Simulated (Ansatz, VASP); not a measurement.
**Ta2SNO (Ta2NOS MXene monolayer): VASP beside Ansatz**

Aim: how closely do two programs agree when they are given the same cell, functional and k mesh? The cell is taken from a series of runs on this material, whose earlier steps may have relaxed, scaled, displaced or heated it; both programs get it as it stands.

Method: plane waves, with VASP 6.6.1 beside it; single point at PBE with D3(BJ), in Ansatz 0.2.0.

### 1. Starting point

The cell holds 5 atoms: 1 S, 2 Ta, 1 N and 1 O. Cell: a = 3.191 Å, b = 3.191 Å, c = 23.022 Å, α = 90.0°, β = 90.0°, γ = 120.0°. Vacuum lies along c.

As a file:

```xyz
5
Lattice="3.1913 0.0000 0.0000 -1.5956 2.7637 0.0000 0.0000 0.0000 23.0220" Properties=species:S:1:pos:R:3
S     0.0000    1.8425    9.0000
Ta    1.5956    0.9212   10.6218
Ta    0.0000    1.8425   12.9717
N     3.1913    0.0000   11.8607
O     1.5956    0.9212   14.0220
```

### 2. VASP: single point, PBE with D3(BJ)

With cell and atoms fixed, the geometry can't cause a difference; cores, projectors, grids and the points listed under the comparison can.

Lines of VASP's logs that name or quote its potential files are left out, and so is its time.

Input file INCAR:

```
SYSTEM = Ta2SNO
PREC = Accurate
ENCUT = 520
EDIFF = 1E-06
NELM = 120
ISMEAR = -1
SIGMA = 0.02585
LREAL = .FALSE.
ALGO = Normal
GGA = PE
IVDW = 12
NBANDS = 25
LASPH = .TRUE.
LORBIT = 11
LWAVE = .FALSE.
LCHARG = .FALSE.
ISIF = 2
LDIPOL = .TRUE.
IDIPOL = 3
DIPOL = 0.5 0.5 0.509
LVHAR = .TRUE.
GGA_COMPAT = .FALSE.
NELMDL = -8
KPAR = 2
```

Input file POSCAR:

```
Ta2SNO
1.0
    3.1912918815      0.0000000000      0.0000000000
   -1.5956459408      2.7637398403      0.0000000000
    0.0000000000      0.0000000000     23.0220356602
S Ta N O
1 2 1 1
Direct
    0.3333333333      0.6666666667      0.3909298089
    0.6666666666      0.3333333334      0.4613756092
    0.3333333333      0.6666666667      0.5634454122
    1.0000000000      0.0000000000      0.5151881943
    0.6666666666      0.3333333334      0.6090701911
```

Input file KPOINTS:

```
Automatic mesh
0
Gamma
18 18 1
0 0 0
```

PAW data sets: S, Ta_pv, N and O (PBE family, release 64).

Started as:

```sh
mpirun -np 2 vasp_std
```

Numbers of over 12 decimals in the logs are rounded to 6 here.

Output:

```text
[banner, memory and clock lines left out]
running    2 mpi-ranks, on    1 nodes
 distrk:  each k-point on    1 cores,    2 groups
 distr:  one band on    1 cores,    1 groups

 POSCAR found type information on POSCAR S TaN O
 POSCAR found :  4 types and       5 ions
 LDA part: xc-table for (Slater+PW92), standard interpolation
 POSCAR, INCAR and KPOINTS ok, starting setup
 FFT: planning ... GRIDC
 FFT: planning ... GRID_SOFT
 FFT: planning ... GRID
 WAVECAR not read
 entering main loop
       N       E                     dE             d eps       ncg     rms          rms(c)
DAV:   1     0.332517667786E+03    0.33252E+03   -0.20035E+04  2170   0.129E+03
DAV:   2    -0.224328995151E+02   -0.35495E+03   -0.34883E+03  2382   0.327E+02
DAV:   3    -0.535871676737E+02   -0.31154E+02   -0.30857E+02  2393   0.951E+01
DAV:   4    -0.544138186287E+02   -0.82665E+00   -0.82419E+00  2452   0.165E+01
DAV:   5    -0.544342119953E+02   -0.20393E-01   -0.20372E-01  2444   0.245E+00
DAV:   6    -0.544350433102E+02   -0.83131E-03   -0.83100E-03  2540   0.494E-01
DAV:   7    -0.544350713722E+02   -0.28062E-04   -0.28057E-04  2452   0.878E-02
DAV:   8    -0.544350729083E+02   -0.15362E-05   -0.15362E-05  2436   0.202E-02    0.338E+01
DAV:   9    -0.484274420601E+02    0.60076E+01   -0.37657E+01  2303   0.394E+01    0.155E+01
DAV:  10    -0.485426233306E+02   -0.11518E+00   -0.97531E+00  2412   0.147E+01    0.767E+00
DAV:  11    -0.490687862208E+02   -0.52616E+00   -0.21682E+01  2471   0.234E+01    0.404E+00
DAV:  12    -0.480632790751E+02    0.10055E+01   -0.10145E+01  2536   0.121E+01    0.725E-01
DAV:  13    -0.480700454476E+02   -0.67664E-02   -0.29524E-01  2301   0.312E+00    0.660E-01
DAV:  14    -0.480696623067E+02    0.38314E-03   -0.14773E-02  2523   0.713E-01    0.463E-01
[...]
DAV:  22    -0.480673254177E+02   -0.68364E-04   -0.13260E-05  2201   0.164E-02    0.147E-02
DAV:  23    -0.480673677241E+02   -0.42306E-04   -0.57702E-06  2193   0.113E-02    0.101E-02
DAV:  24    -0.480674087414E+02   -0.41017E-04   -0.19865E-06  1630   0.680E-03    0.282E-03
DAV:  25    -0.480674163386E+02   -0.75972E-05   -0.35855E-07  1341   0.350E-03    0.168E-03
DAV:  26    -0.480674227513E+02   -0.64127E-05   -0.43732E-07  1425   0.298E-03    0.734E-04
DAV:  27    -0.480674237576E+02   -0.10062E-05   -0.88369E-08  1270   0.147E-03    0.576E-04
DAV:  28    -0.480674253479E+02   -0.15904E-05   -0.98775E-08  1141   0.156E-03    0.422E-04
DAV:  29    -0.480674260483E+02   -0.70042E-06   -0.30701E-08   981   0.991E-04
   1 F= -.49532708E+02 E0= -.49531953E+02  d E =-.150959E-02
```

OUTCAR, selected parts (step 2):

```text
ion  position               nearest neighbor table
   1  0.333  0.667  0.391-   2 2.45   2 2.45   2 2.45
   2  0.667  0.333  0.461-   4 2.22   4 2.22   4 2.22   1 2.45   1 2.45   1 2.45   3 2.99   3 2.99
                             3 2.99
   3  0.333  0.667  0.563-   5 2.12   5 2.12   5 2.12   4 2.15   4 2.15   4 2.15   2 2.99   2 2.99
                             2 2.99
   4  0.000  0.000  0.515-   3 2.15   3 2.15   3 2.15   2 2.22   2 2.22   2 2.22
   5  0.667  0.333  0.609-   3 2.12   3 2.12   3 2.12

  LATTYP: Found a hexagonal cell.
 ALAT       =     3.1912918815
 C/A-ratio  =     7.2140175562

 Subroutine GETGRP returns: Found  6 space group operations
 (whereof  6 operations were pure point group operations)

The static configuration has the point symmetry C_3v.

 Found     37 irreducible k-points:

   k-points           NKPTS =     37   k-points in BZ     NKDIM =     37   number of bands    NBANDS=     25

   dimension x,y,z NGX =    24 NGY =   24 NGZ =  180
   dimension x,y,z NGXF=    48 NGYF=   48 NGZF=  360

   ENCUT  =  520.0 eV  38.22 Ry    6.18 a.u.   5.93  5.93 42.81*2*pi/ulx,y,z

   NELECT =      39.0000    total number of electrons

 k-points in reciprocal lattice and weights: Automatic mesh
   0.00000000  0.00000000  0.00000000       0.003
   0.05555556  0.00000000  0.00000000       0.019
   0.11111111  0.00000000  0.00000000       0.019
   0.16666667  0.00000000  0.00000000       0.019
   0.22222222  0.00000000  0.00000000       0.019
   0.27777778  0.00000000  0.00000000       0.019
   0.33333333  0.00000000  0.00000000       0.019
   0.38888889  0.00000000  0.00000000       0.019
   0.44444444  0.00000000  0.00000000       0.019
[...]
0.33333333  0.27777778  0.00000000       0.037
   0.33333333  0.33333333  0.00000000       0.006

 dipolmoment           0.000000      0.000000      0.001925 electrons x Angstroem

 average (electrostatic) potential at core
       1 -92.9432       2 -44.9138       3 -45.7961       4 -71.9561       5 -77.7792

 E-fermi :  -1.1425

 k-point     1 :       0.0000    0.0000    0.0000
  band No.  band energies     occupation
    ...
     17      -2.8058      2.00000
     18      -2.8058      2.00000
     19      -2.3051      2.00000
     20      -2.3051      2.00000
     21      -1.7784      2.00000
     22      -0.1838      0.00000
     23       0.2644      0.00000
     24       0.2644      0.00000
     25       1.9022      0.00000

 k-point     2 :       0.0556    0.0000    0.0000
  band No.  band energies     occupation
    ...
     17      -3.1339      2.00000
     18      -2.9895      2.00000
     19      -2.2446      2.00000
     20      -2.0678      2.00000
     21      -1.6579      2.00000
     22      -0.1558      0.00000
     23       0.3000      0.00000
     24       0.3477      0.00000
     25       1.7839      0.00000

 k-point     3 :       0.1111    0.0000    0.0000
  band No.  band energies     occupation
    ...
     17      -3.5435      2.00000
     18      -3.2191      2.00000
     19      -2.4468      2.00000
     20      -1.6947      2.00000
     21      -1.3450      1.99921
     22      -0.0529      0.00000
     23       0.4378      0.00000
     24       0.5344      0.00000
     25       1.6342      0.00000

 Edisp (eV)   -1.46528

  Total       0.17221     0.17221     0.11861    -0.00000     0.00000    -0.00000
  in kB       1.35884     1.35884     0.93591    -0.00000     0.00000    -0.00000
  external pressure =        1.22 kB  Pullay stress =        0.00 kB

  energy-cutoff  :      520.00
  volume of cell :      203.05
      direct lattice vectors                 reciprocal lattice vectors
     3.191291882  0.000000000  0.000000000     0.313352723  0.180914279  0.000000000
    -1.595645941  2.763739840  0.000000000     0.000000000  0.361828558  0.000000000
     0.000000000  0.000000000 23.022035660     0.000000000  0.000000000  0.043436645

 POSITION                                       TOTAL-FORCE (eV/Angst)
 -----------------------------------------------------------------------------------
     -0.00000      1.84249      9.00000        -0.000000      0.000000      0.001087
      1.59565      0.92125     10.62181        -0.000000      0.000000     -0.048148
     -0.00000      1.84249     12.97166        -0.000000      0.000000      0.025954
      0.00000      0.00000     11.86068        -0.000000      0.000000     -0.023136
      1.59565      0.92125     14.02204         0.000000     -0.000000      0.044243
 -----------------------------------------------------------------------------------
    total drift:                                0.000001     -0.000000      0.000006

  FREE ENERGIE OF THE ION-ELECTRON SYSTEM (eV)
  ---------------------------------------------------
  free  energy   TOTEN  =       -49.5327080541 eV

  energy  without entropy=      -49.5311984601  energy(sigma->0) =      -49.53195326

 vacuum level on the upper side and lower side of the slab         3.947         3.908

 total charge
# of ion       s       p       d       tot
------------------------------------------
    1        1.357   2.400   0.000   3.757
    2        0.293   6.223   2.427   8.943
    3        0.290   6.244   2.298   8.832
    4        1.241   2.532   0.000   3.773
    5        1.564   3.454   0.000   5.018
--------------------------------------------------
tot          4.745  20.854   4.724  30.322

[... 3 further parts left out ...]
```

This run has no spin polarisation. Its electron count is odd, so without a moment it is a metal by construction.

### 3. Ansatz: single point, PBE with D3(BJ)

Ansatz runs on its default PAW (the set named soft_2) files.

The same cell, functional, mesh and smearing now go to Ansatz, which takes its cutoff from its data sets.

Input file input.yaml:

```yaml
crystal:
  lattice:
    - [3.1912918815, 0.0, 0.0]
    - [-1.5956459408, 2.7637398403, 0.0]
    - [0.0, 0.0, 23.0220356602]
  atoms:
    - { symbol: S, position: [0.3333333333, 0.6666666667, 0.3909298089] }
    - { symbol: Ta, position: [0.6666666667, 0.3333333333, 0.4613756092] }
    - { symbol: "N", position: [0.0, 0.0, 0.5151881943] }
    - { symbol: Ta, position: [0.3333333333, 0.6666666667, 0.5634454122] }
    - { symbol: O, position: [0.6666666667, 0.3333333333, 0.6090701911] }
kpoints:
  mp_grid: { grid: [18, 18, 1] }
  band_path:
    path: [[0, 0, 0], [0.5, 0, 0], [0.33333333, 0.33333333, 0], [0, 0, 0]]
    npoints: 16
hamiltonian:
  xc: pbe
  dispersion: d3bj
scf:
  occupations: { method: fermi_dirac, width: 0.02585 }
  convergence: { dr2_threshold: 1.0e-10 }
efield:
  axis: 3
  dipole_correction: true
  ramp_position: 0.97
  ramp_width: 0.06
  amplitude: 0
output:
  dos: { projected: true, e_range: [-6, 5] }
  write_potential: true
  write_density: true
  volumetric_format: npy
  elf: true
```

Started as:

```sh
ansatz run input.yaml --threads 2 --pin off --max-ram 3072MiB --backend cpu --events-out ev --progress --plain --runs-dir out
```

Output:

```text
Engine: ansatz 0.2.0, x86_64-unknown-linux-gnu
Pseudopotentials: kind: paw
Pseudopotential: S, paw, valence charge 6, recommended cutoff 420 eV (normal), S.paw.azcp
Pseudopotential: Ta, paw, valence charge 13, recommended cutoff 420 eV (normal), Ta.paw.azcp
Pseudopotential: N, paw, valence charge 5, recommended cutoff 420 eV (normal), N.paw.azcp
Pseudopotential: O, paw, valence charge 6, recommended cutoff 420 eV (normal), O.paw.azcp
Functional definition: PBE
  parameter kappa = 0.804
  parameter beta = 0.066725
  exchange = pbe_x(kappa = kappa, mu = beta*pi^2/3)
  correlation = pbe_c(beta = beta)
Crystal: 5 atoms, lattice volume = 203.052 Å³
Basis set: ecut = 420 eV, 4013 PW (Γ)
Bands: 27, of which v1, the nominal top of the filled ones, is band 22 counted from 1 (21 counted from 0)
Symmetry: 6 space group operations
Space group: P3m1 (ITA 156), of the structure as read, at distance tolerance 5.9e-5 Å
k-points: 37 of 324 (time reversal used)
Non-local potential: S, projectors of the file, l = 0: 2, l = 1: 2, l = 2: 2
Non-local potential: Ta, projectors of the file, l = 0: 3, l = 1: 2, l = 2: 2, l = 3: 1
Non-local potential: N, projectors of the file, l = 0: 2, l = 1: 2, l = 2: 1
Non-local potential: O, projectors of the file, l = 0: 2, l = 1: 2, l = 2: 1
PAW form: soft (Blöchl's): semilocal exchange-correlation on the pseudo side does not see the compensation charge
PAW one-centre angular grid: S, 110 points (default); XC on 64 Gauss nodes
PAW one-centre angular grid: Ta, 590 points (default); XC on 64 Gauss nodes
PAW one-centre angular grid: N, 110 points (default); XC on 64 Gauss nodes
PAW one-centre angular grid: O, 110 points (default); XC on 64 Gauss nodes
Initial density: superposition of atomic densities (neutral atoms: chi_scale 0, normalization atom), corrected by the library's trained network
Initial wavefunctions: pseudopotential atomic-orbital guess
Functional: x = pbe(κ = 0.804, μ = 0.219515), c = pbe(β = 0.066725)
SCF iter   1: F=—  HF=-21724.009911 eV  |F-HF|=—  |Δ(HF+E_count)|=         —  Δρ=3.50e-3  dr2=4.68e-2  ethr=1.77e-3  p=0.001 e·Å  D=5.95e-4 V/Å  ΔV_dip=-0.01 eV  dr2_dipole=2.55e-6  V_vac-E_F(+/−)=5.33/5.35 eV  ⟨swp⟩=10.1  Hψ=6146  notcnv=0
efield: sawtooth ramp at fractional position 0.9700 (set: `efield.ramp_position`, or a place that a band, a saddle search or an elastic batch's reference lends), width 0.0600; the density the first Hamiltonian is built on has a dipole p = 0.001 e·Å; the dipole correction subtracts the counter field D = 5.95e-4 V/Å, which shifts the + side's vacuum level by -0.01 eV against the − side's; the planar-averaged density in the ramp window peaks in size at 9.8e-6 e/Å³
preconditioner: auto → LDOS  [insulator: Δε(μ)=0.123 eV  Ē_g=9.646 eV  σ=0.026 eV  W_gap=0.77  n_scr=14 (ndim 8)  ℏωp=13.5 eV  f_vac=0.651  D(μ)=0.63/eV (n_scr^D=4)  ε∞_Penn≈3.0  β→1.0]
SCF iter   2: F=—  HF=-21724.024551 eV  |F-HF|=—  |Δ(HF+E_count)|=   1.46e-2  Δρ=3.25e-3  dr2=1.33e-1  ethr=1.09e-4  p=-0.007 e·Å  D=-5.95e-3 V/Å  ΔV_dip=0.14 eV  dr2_dipole=2.66e-4  V_vac-E_F(+/−)=4.86/4.73 eV  ⟨swp⟩=4.8  Hψ=2867  notcnv=0  defer=26
SCF iter   3: F=—  HF=-21724.007863 eV  |F-HF|=—  |Δ(HF+E_count)|=   1.67e-2  Δρ=1.18e-3  dr2=1.21e-2  ethr=1.09e-4  p=0.004 e·Å  D=3.80e-3 V/Å  ΔV_dip=-0.09 eV  dr2_dipole=1.97e-4  V_vac-E_F(+/−)=5.07/5.16 eV  ⟨swp⟩=4.6  Hψ=2138  notcnv=0  defer=27
SCF iter   4: F=—  HF=-21724.006235 eV  |F-HF|=—  |Δ(HF+E_count)|=   1.63e-3  Δρ=2.59e-4  dr2=6.69e-4  ethr=2.81e-5  p=0.000 e·Å  D=2.21e-4 V/Å  ΔV_dip=-0.01 eV  dr2_dipole=1.06e-4  V_vac-E_F(+/−)=5.07/5.08 eV  ⟨swp⟩=2.0  Hψ=1392  notcnv=0  defer=26
SCF iter   5: F=—  HF=-21724.006155 eV  |F-HF|=—  |Δ(HF+E_count)|=   8.03e-5  Δρ=6.85e-5  dr2=4.81e-5  ethr=1.56e-6  p=0.001 e·Å  D=1.25e-3 V/Å  ΔV_dip=-0.03 eV  dr2_dipole=1.16e-5  V_vac-E_F(+/−)=5.05/5.08 eV  ⟨swp⟩=2.1  Hψ=1464  notcnv=0  defer=26
SCF iter   6: F=—  HF=-21724.006157 eV  |F-HF|=—  |Δ(HF+E_count)|=   2.43e-6  Δρ=2.43e-5  dr2=7.73e-7  ethr=1.12e-7  p=0.001 e·Å  D=1.03e-3 V/Å  ΔV_dip=-0.02 eV  dr2_dipole=2.76e-10  V_vac-E_F(+/−)=5.05/5.07 eV  ⟨swp⟩=2.2  Hψ=1679  notcnv=0  defer=26
SCF iter   7: F=—  HF=-21724.006062 eV  |F-HF|=—  |Δ(HF+E_count)|=   9.53e-5  Δρ=8.23e-6  dr2=2.13e-7  ethr=1.80e-9  p=0.001 e·Å  D=1.02e-3 V/Å  ΔV_dip=-0.02 eV  dr2_dipole=4.80e-8  V_vac-E_F(+/−)=5.05/5.07 eV  ⟨swp⟩=3.0  Hψ=1991  notcnv=0  defer=26
SCF iter   8: F=—  HF=-21724.006062 eV  |F-HF|=—  |Δ(HF+E_count)|=   3.60e-8  Δρ=2.73e-6  dr2=1.74e-8  ethr=4.96e-10  p=0.001 e·Å  D=9.98e-4 V/Å  ΔV_dip=-0.02 eV  dr2_dipole=9.74e-11  V_vac-E_F(+/−)=5.05/5.07 eV  ⟨swp⟩=2.1  Hψ=1489  notcnv=0  defer=26
SCF iter   9: F=—  HF=-21724.006062 eV  |F-HF|=—  |Δ(HF+E_count)|=   1.12e-8  Δρ=8.14e-7  dr2=1.15e-9  ethr=4.05e-11  p=0.001 e·Å  D=9.97e-4 V/Å  ΔV_dip=-0.02 eV  dr2_dipole=2.23e-11  V_vac-E_F(+/−)=5.05/5.07 eV  ⟨swp⟩=2.5  Hψ=1546  notcnv=0  defer=26
SCF iter  10: F=-21724.006062 eV  HF=-21724.006062 eV  |F-HF|=1.67e-10  |Δ(HF+E_count)|=   2.31e-9  Δρ=2.53e-7  dr2=8.10e-11  ethr=1.00e-12  p=0.001 e·Å  D=9.95e-4 V/Å  ΔV_dip=-0.02 eV  dr2_dipole=7.59e-12  V_vac-E_F(+/−)=5.05/5.07 eV  ⟨swp⟩=7.5  Hψ=4282  notcnv=0
SCF 1 converged in 10 iterations: F = -21724.006062 eV  dr2 = 8.10e-11
  greatest PAW one-centre occupation: 0.999 electrons in one spin orbital (limit 2), on the Ta atom at site 1 (counted from 0), in its partial waves of l = 0
NSCF: frozen V_eff on 49 k-points
efield: sawtooth ramp at fractional position 0.9700 (kept from the solve that this one continues, or follows in the run), width 0.0600; the density the first Hamiltonian is built on has a dipole p = 0.001 e·Å; the dipole correction subtracts the counter field D = 9.95e-4 V/Å, which shifts the + side's vacuum level by -0.02 eV against the − side's; the planar-averaged density in the ramp window peaks in size at 3.6e-6 e/Å³
WARN: The output density's exchange-correlation potential varies sharply where the density is thin. Do not read a vacuum level from v_tot or v_xc, or from such a field of the output density. On a cell that repeats whose density bears no net charge and no dipole along the vacuum's axis use v_es (v_loc + v_h of the components); under efield.dipole_correction with no amplitude use v_es + v_field, which holds any externa [...]
SCF converged after 10 iterations
Free energy (F): -21724.006062 eV
Harris-Foulkes:  -21724.006062 eV  (|F-HF|=1.67e-10)
Internal energy: -21724.004545 eV  (E = F + TS)
E sigma→0 (E₀):  -21724.005303 eV
Entropy (-TS):   -0.001517 eV (-0.303 meV/atom)
Fermi energy:    1.540609 eV
Dipole field:    D = 0.000998 V/Å  (p = 0.001120 e·Å, saw-weighted, corrected)
Work function:   Φ+ = 5.0508 eV   Φ− = 5.0739 eV
Levels:          The Fermi level and band energies are counted from a zero that moves with the ramp; work functions are not
--- Per-component energies (eV) ---
  E_band       = -843.822986
  E_kinetic    = 1149.315893
  E_local      = -42358.986741  (includes V_loc(G=0)·N_el)
  E_nonlocal   = 150.803386
  E_hartree    = 20585.159936
  E_xc         = -670.047961
  E_vxc        = -668.978878  (∫ρ·V_xc dr)
  E_paw        = -17679.221081  (= ΣΔE_a)
  E_vpaw       = -286.290489  (= ΣTr[D̂ρ^β])
  E_aug_tail   = 0.002870  (compensation charges beyond the density's cutoff)
  E_efield     = 0.000001  (sawtooth field / dipole correction)
  E_vefield    = -0.009161  (∫n·V_field dr)
  E_ewald      = 17100.434605
  E_disp       = -1.465451  (pairwise vdW)
  E_smearing   = -0.001517  (= −TS)
  E_closure    = -0.000000  (closes the sum)
  Σ components = -21724.006062   (vs F -21724.006062, Δ=0.00e0)
--- Band table (eV; the first three rows and the last of 37) ---
  k-point 0: bands = [... 18 lower, -0.1250, -0.1250, 0.3832, 0.3832, 0.9094, 2.4945, 2.9522, 2.9522, ... 1 higher]
  k-point 1: bands = [... 18 lower, -0.4495, -0.3064, 0.4427, 0.6181, 1.0279, 2.5244, 2.9880, 3.0338, ... 1 higher]
  k-point 2: bands = [... 18 lower, -0.8567, -0.5351, 0.2408, 0.9899, 1.3378, 2.6296, 3.1261, 3.2179, ... 1 higher]
  k-point 36: bands = [... 18 lower, -2.8784, -2.3384, 1.1064, 1.8295, 2.0853, 3.7708, 4.1257, 4.4674, ... 1 higher]
```

### 4. Side by side

Known differences besides the potentials themselves: the data sets hold 43 valence electrons in Ansatz (on its default PAW (the set named soft_2) files) and 39 in VASP; the cutoff is 420 eV in Ansatz and 520 eV in VASP. Total energies have different zeros and are not compared.

Both answers:

```tsv
quantity	Ansatz	VASP	difference
work function, lower of the two faces (eV)	5.05	5.05	0.00
work function, higher of the two faces (eV)	5.07	5.09	-0.02
```

With vacuum in the cell, a pressure given here is an average over mostly empty space and none of the material.

### 5. Results

| Item | Value |
| --- | --- |
| difference in work function, higher of the two faces (single point, PBE with D3(BJ)) | -0.016 eV |

The difference in work function, higher of the two faces is -0.016 eV (single point, PBE with D3(BJ)). The data sets hold unlike numbers of valence electrons (43 in Ansatz and 39 in VASP), so part of the differences comes from the potentials. Such differences can come from data sets, numerical settings and the points named under the comparisons, not from the functional's error against experiment.

[Lines on the potential files, build, host, timing and source positions are cut from VASP's logs without a mark.]

[Logs are printed without paths, hosts, clocks, repeated set-up lines and the standing remarks that a program may print on its own settings, such as how far it seeks lower states.]

[Hosts, paths, dates, database ids (printed as entryN), source tags and the programs' standing remarks are cut or masked in the printed files.]
